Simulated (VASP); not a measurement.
# B7I (Im-3m) in VASP: a series of runs

One crystal, B7I, is run at these levels: PBE; tasks: single point, relaxation of cell and atoms.

All numbers are computed with VASP 6.6.1; they aren't measurements. Logs are shortened: lines on timing, memory, paths and dates and some standing lists are left out, and cuts for length are marked.

## 1. The undisturbed crystal

The structure is cubic, space group Im-3m (No. 229). Conventional cell: a = 5.388 Å, b = 5.388 Å, c = 5.388 Å, α = 90.00°, β = 90.00°, γ = 90.00°. B (site symmetry -3m) has 6 B at 2.33 Å and 2 I at 2.33 Å as nearest neighbours. B (site symmetry 4/mmm) has 8 B at 2.33 Å as nearest neighbours. Around I (site symmetry m-3m) lie 8 B at 2.33 Å.

The cell was built by a generator and needn't be a form met in nature.

## 2. Single point, PBE (random cell by space group and Wyckoff sites (Im-3m, No. 229))

INCAR

```
SYSTEM = B7I
ALGO = Fast
EDIFF = 1E-6
ENCUT = 520
GGA = PE
ISIF = 2
ISMEAR = 0
LASPH = .TRUE.
LCHARG = .FALSE.
LREAL = .FALSE.
LWAVE = .FALSE.
NBANDS = 24
NELM = 60
PREC = Accurate
SIGMA = 0.1
```

KPOINTS

```
k-points
0
G
  10 10 10
  0 0 0
```

POSCAR

```
B7I
1.0
   -2.6938638113      2.6938638113      2.6938638113
    2.6938638113     -2.6938638113      2.6938638113
    2.6938638113      2.6938638113     -2.6938638113
B I
7 1
Direct
    0.5000000000      0.5000000000      0.5000000000
    0.0000000000      0.0000000000      0.5000000000
    0.0000000000      0.5000000000      0.0000000000
    0.5000000000      0.0000000000      0.0000000000
    0.0000000000      0.5000000000      0.5000000000
    0.5000000000      0.0000000000      0.5000000000
    0.5000000000      0.5000000000      0.0000000000
    0.0000000000      0.0000000000      0.0000000000
```

Potentials or basis: VASP PAW PBE potentials, release 64 (B, I).

Launch:

```console
> cat potpaw_PBE.64/B/POTCAR potpaw_PBE.64/I/POTCAR > POTCAR
> mpirun -np 1 vasp_std > vasp.out
```

OUTCAR:

```text
SYSTEM = B7I
   EDIFF = 1E-6
   ENCUT = 520
   GGA = PE
   ISIF = 2
   ISMEAR = 0
   LASPH = .TRUE.
   LREAL = .FALSE.
   NELM = 60
   PREC = Accurate

 ion  position               nearest neighbor table
   1  0.500  0.500  0.500-   8 2.33   8 2.33
   2  0.000  0.000  0.500-   8 2.33   8 2.33
   3  0.000  0.500  0.000-   8 2.33   8 2.33
   4  0.500  0.000  0.000-   8 2.33   8 2.33
   5  0.000  0.500  0.500-   8 2.69   8 2.69
   6  0.500  0.000  0.500-   8 2.69   8 2.69
   7  0.500  0.500  0.000-   8 2.69   8 2.69
   8  0.000  0.000  0.000-   1 2.33   2 2.33   3 2.33   4 2.33   2 2.33   3 2.33   4 2.33   1 2.33
                             6 2.69   5 2.69   7 2.69   6 2.69   7 2.69   5 2.69

  LATTYP: Found a body centered cubic cell.
 ALAT       =     5.3877276226

  Lattice vectors:

 A1 = (  -2.6938638113,   2.6938638113,   2.6938638113)
 A2 = (   2.6938638113,  -2.6938638113,   2.6938638113)
 A3 = (   2.6938638113,   2.6938638113,  -2.6938638113)

Analysis of symmetry for initial positions (statically):
=====================================================================
 Subroutine PRICEL returns:
 Original cell was already a primitive cell.

 Routine SETGRP: Setting up the symmetry group for a
 body centered cubic supercell.

 Subroutine GETGRP returns: Found 48 space group operations
 (whereof 48 operations were pure point group operations)
 out of a pool of 48 trial point group operations.

The static configuration has the point symmetry O_h .

Analysis of symmetry for dynamics (positions and initial velocities):
=====================================================================
 Subroutine PRICEL returns:
 Original cell was already a primitive cell.

 Routine SETGRP: Setting up the symmetry group for a
 body centered cubic supercell.

 Subroutine GETGRP returns: Found 48 space group operations
 (whereof 48 operations were pure point group operations)
 out of a pool of 48 trial point group operations.

The dynamic configuration has the point symmetry O_h .

 Subroutine INISYM returns: Found 48 space group operations
 (whereof 48 operations are pure point group operations),
 and found     1 'primitive' translations

----------------------------------------------------------------------------------------

                                     Primitive cell

  volume of cell :      78.1964

  direct lattice vectors                    reciprocal lattice vectors
    -2.693863811  2.693863811  2.693863811     0.000000000  0.185607007  0.185607007
     2.693863811 -2.693863811  2.693863811     0.185607007  0.000000000  0.185607007
     2.693863811  2.693863811 -2.693863811     0.185607007  0.185607007  0.000000000

  length of vectors
     4.665908990  4.665908990  4.665908990     0.262487947  0.262487947  0.262487947

  position of ions in fractional coordinates (direct lattice)
     0.500000000  0.500000000  0.500000000
     0.000000000  0.000000000  0.500000000
     0.000000000  0.500000000  0.000000000
     0.500000000  0.000000000  0.000000000
     0.000000000  0.500000000  0.500000000
     0.500000000  0.000000000  0.500000000
     0.500000000  0.500000000  0.000000000
     0.000000000  0.000000000  0.000000000

  ion indices of the primitive-cell ions
   primitive index   ion index
                 1           1
                 2           2
                 3           3
                 4           4
                 5           5
                 6           6
                 7           7
                 8           8

----------------------------------------------------------------------------------------

 KPOINTS: k-points

Automatic generation of k-mesh.
 Grid dimensions read from file:
 generate k-points for:   10   10   10

 Generating k-lattice:

  Cartesian coordinates                     Fractional coordinates (reciprocal lattice)
     0.000000000  0.018560701  0.018560701     0.100000000  0.000000000  0.000000000
     0.018560701  0.000000000  0.018560701     0.000000000  0.100000000  0.000000000
     0.018560701  0.018560701  0.000000000     0.000000000  0.000000000  0.100000000

  Length of vectors
     0.026248795  0.026248795  0.026248795

  Shift w.r.t. Gamma in fractional coordinates (k-lattice)
     0.000000000  0.000000000  0.000000000

 Subroutine IBZKPT returns following result:
 ===========================================

 Found     47 irreducible k-points:

 Following reciprocal coordinates:
            Coordinates               Weight
  0.000000  0.000000  0.000000      1.000000
  0.100000  0.000000  0.000000     12.000000
  0.200000  0.000000  0.000000     12.000000
  0.300000  0.000000  0.000000     12.000000
  0.400000  0.000000  0.000000     12.000000
  0.500000  0.000000  0.000000      6.000000
[... 16 lines left out ...]
  0.300000  0.300000  0.100000      8.000000
 -0.300000  0.300000  0.100000     24.000000
 [... further k-points ...]
   k-points           NKPTS =     47   k-points in BZ     NKDIM =     47   number of bands    NBANDS=     24
   number of dos      NEDOS =    301   number of ions     NIONS =      8
   total plane-waves  NPLWV =  46656
   dimension x,y,z NGX =    36 NGY =   36 NGZ =   36
   dimension x,y,z NGXF=    72 NGYF=   72 NGZF=   72
   ions per type =               7   1
   NGX,Y,Z   is equivalent  to a cutoff of  12.83, 12.83, 12.83 a.u.
   NGXF,Y,Z  is equivalent  to a cutoff of  25.65, 25.65, 25.65 a.u.
 SYSTEM =  B7I
   PREC   = accura    normal or accurate (medium, high low for compatibility)
   ISTART =      0    job   : 0-new  1-cont  2-samecut
   ICHARG =      2    charge: 1-file 2-atom 10-const
   ISPIN  =      1    spin polarized calculation?
   LNONCOLLINEAR =      F non collinear calculations
   LSORBIT =      F    spin-orbit coupling
   LASPH  =      T    aspherical Exc in radial PAW
   ENCUT  =  520.0 eV  38.22 Ry    6.18 a.u.   8.68  8.68  8.68*2*pi/ulx,y,z
   NELM   =     60;   NELMIN=  2; NELMDL= -5     # of ELM steps
   EDIFF  = 0.1E-05   stopping-criterion for ELM
   LREAL  =      F    real-space projection
   EDIFFG = 0.1E-04   stopping-criterion for IOM
   NSW    =      0    number of steps for IOM
   IBRION =     -1    ionic relax: 0-MD 1-quasi-New 2-CG
   NFREE  =      0    steps in history (QN), initial steepest desc. (CG)
   ISIF   =      2    stress and relaxation
   ISYM   =      2    0-nonsym 1-usesym 2-fastsym
   POTIM  = 0.5000    time-step for ionic-motion
   TEBEG  =    0.0;   TEEND  =   0.0 temperature during run
   PSTRESS=    0.0 pullay stress
   NELECT =      28.0000    total number of electrons
   NUPDOWN=      -1.0000    fix difference up-down
   EMIN   =  10.00;   EMAX   =-10.00  energy-range for DOS
   EFERMI =   0.00;   METHOD = LEGACY
   ISMEAR =     0;   SIGMA  =   0.10  broadening in eV -4-tet -1-fermi 0-gaus
   EFERMI_NEDOS =   21; number of points for ismear=-14 and -15
   IALGO  =     68    algorithm
   IMIX   =      4    mixing-type and parameters
     AMIX     =   0.40;   BMIX     =  1.00
     AMIX_MAG =   1.60;   BMIX_MAG =  1.00
  volume/ion in A,a.u.               =       9.77        65.96
  Fermi-wavevector in a.u.,A,eV,Ry     =   1.162515  2.196835 18.387471  1.351441
  Thomas-Fermi vector in A             =   2.299075
   LORBIT       =      0    0 simple, 1 ext, 2 COOP (PROOUT), +10 PAW based schemes
   GGA     = PE    functional components
   LHFCALC =     F    Hartree Fock is set to
   AEXX    =    0.0000 exact exchange contribution
   IVDW    =     0    specifies the selected vdW correction
   LEPSILON=     F    determine dielectric tensor
   LRPA    =     F    only Hartree local field effects (RPA)
 non-spin polarized calculation
 RMM-DIIS sequential band-by-band and
 Gauss-broadening in eV      SIGMA  =   0.10
  energy-cutoff  :      520.00
  volume of cell :       78.20
 maximum number of plane-waves:      2123
   NGX = 17   NGY = 17   NGZ = 17

 number of electron      27.9999999 magnetization

 Free energy of the ion-electron system (eV)
  ---------------------------------------------------
  ext. energy  EPLUGINS =         0.00000000
  ---------------------------------------------------
  free energy    TOTEN  =       -27.48008916 eV

  energy without entropy =      -27.46133542  energy(sigma->0) =      -27.47071229

 E-fermi :   8.2156     XC(G=0): -11.6810

 val. band max:        8.2118332498   @ k =   0.3000   0.3000   0.0000
 cond. band min:       8.2158066163   @ k =  -0.3000   0.3000   0.1000
 fundamental gap:      0.0039733665
 Fermi energy:         8.2155852631

 k-point     1 :       0.0000    0.0000    0.0000
  band No.  band energies     occupation
      1      -9.6370      2.00000
      2      -1.0862      2.00000
      3      -0.7910      2.00000
      4      -0.7910      2.00000
      5      -0.7910      2.00000
      6       2.4303      2.00000
[... 16 lines left out ...]
     23      14.2190      0.00000
     24      15.6178      0.00000

 k-point     2 :       0.1000    0.0000    0.0000
  band No.  band energies     occupation
      1      -9.5873      2.00000
      2      -1.9721      2.00000
      3      -0.9034      2.00000
      4      -0.8058      2.00000
      5       0.0293      2.00000
      6       1.6768      2.00000
[... 16 lines left out ...]
     23      14.2284      0.00000
     24      15.8413      0.00000

 k-point     3 :       0.2000    0.0000    0.0000
  band No.  band energies     occupation
      1      -9.4487      2.00000
      2      -2.9137      2.00000
      3      -1.1544      2.00000
      4      -0.8554      2.00000
      5       0.1246      2.00000
      6       1.3451      2.00000
[... 16 lines left out ...]
     23      14.3588      0.00000
     24      15.5467      0.00000
[... 514 lines left out ...]
 k-point    23 :       0.3000    0.3000    0.1000
  band No.  band energies     occupation
      1      -8.9169      2.00000
      2      -3.7053      2.00000
      3      -3.7053      2.00000
      4      -2.3373      2.00000
      5       1.4607      2.00000
      6       2.9798      2.00000
[... 16 lines left out ...]
     23      13.2397      0.00000
     24      13.2405      0.00000

 k-point    24 :      -0.3000    0.3000    0.1000
  band No.  band energies     occupation
      1      -9.2167      2.00000
      2      -3.6864      2.00000
      3      -1.6102      2.00000
      4      -1.4684      2.00000
      5       0.2317      2.00000
      6       1.2786      2.00000
[... 16 lines left out ...]
     23      13.7621      0.00000
     24      13.9964      0.00000

 [... further k-points ...]
[... 5 lines left out ...]
  --------------------------------------------------------------------------------------
  -------------------------------------------------------------------------------------
  Total       -0.0533191     -0.0533191     -0.0533191      0.0000000     -0.0000000     -0.0000000
  in kB       -1.0924634     -1.0924634     -1.0924634      0.0000000     -0.0000000     -0.0000000
  external PRESSURE =      -1.0924634 kB  Pullay stress =       0.0000000 kB

 VOLUME and BASIS-vectors are now :
 -----------------------------------------------------------------------------
  energy-cutoff  :      520.00
  volume of cell :       78.20
      direct lattice vectors                 reciprocal lattice vectors
    -2.693863811  2.693863811  2.693863811     0.000000000  0.185607007  0.185607007
     2.693863811 -2.693863811  2.693863811     0.185607007  0.000000000  0.185607007
     2.693863811  2.693863811 -2.693863811     0.185607007  0.185607007  0.000000000

 POSITION                                       TOTAL-FORCE (eV/Angst)
 -----------------------------------------------------------------------------------
      1.34693      1.34693      1.34693         0.000000      0.000000      0.000000
      1.34693      1.34693     -1.34693        -0.000000     -0.000000     -0.000000
      1.34693     -1.34693      1.34693         0.000000     -0.000000     -0.000000
     -1.34693      1.34693      1.34693        -0.000000      0.000000      0.000000
      2.69386      0.00000      0.00000        -0.000000      0.000000     -0.000000
      0.00000      2.69386      0.00000        -0.000000      0.000000     -0.000000
      0.00000      0.00000      2.69386        -0.000000     -0.000000      0.000000
      0.00000      0.00000      0.00000         0.000000     -0.000000     -0.000000
 -----------------------------------------------------------------------------------
    total drift:                                0.000000     -0.000000     -0.000000

  FREE ENERGIE OF THE ION-ELECTRON SYSTEM (eV)
  ---------------------------------------------------
  free  energy   TOTEN  =       -27.4800891601 eV

  energy  without entropy=      -27.4613354152  energy(sigma->0) =      -27.47071229
```

It took 1.7 min on 1 thread of Intel Xeon Platinum 8259CL at 2.50GHz (Skylake/Cascade Lake), shared host; peak memory 0.24 GiB.

What came out:

| Property | Result |
| --- | --- |
| Free energy | -27.4801 eV |
| Pressure | -0.1 GPa |
| Band gap on the k mesh | none (metal or under the smearing width) |

Levels at points of the mesh, in eV from the Fermi level:
| k point | band 10 | band 11 | band 12 | band 13 | band 14 | band 15 | band 16 | band 17 | band 18 | band 19 |
| --- | --- | --- | --- | --- | --- | --- | --- | --- | --- | --- |
| (0.00, 0.00, 0.00) | -5.19 | -5.19 | -4.66 | -4.66 | -0.22 | -0.22 | -0.22 | 3.88 | 3.94 | 5.96 |
| (0.50, 0.00, 0.00) | -3.85 | -0.73 | -0.66 | -0.63 | -0.45 | 0.42 | 0.49 | 0.62 | 0.73 | 1.64 |
| (0.50, 0.50, 0.50) | -2.11 | -2.11 | -2.11 | -2.02 | -1.38 | 3.55 | 3.55 | 3.55 | 3.64 | 3.64 |

The run has no spin-orbit coupling, so splittings on I are missing.

(Part 1 of 2 ends here.)
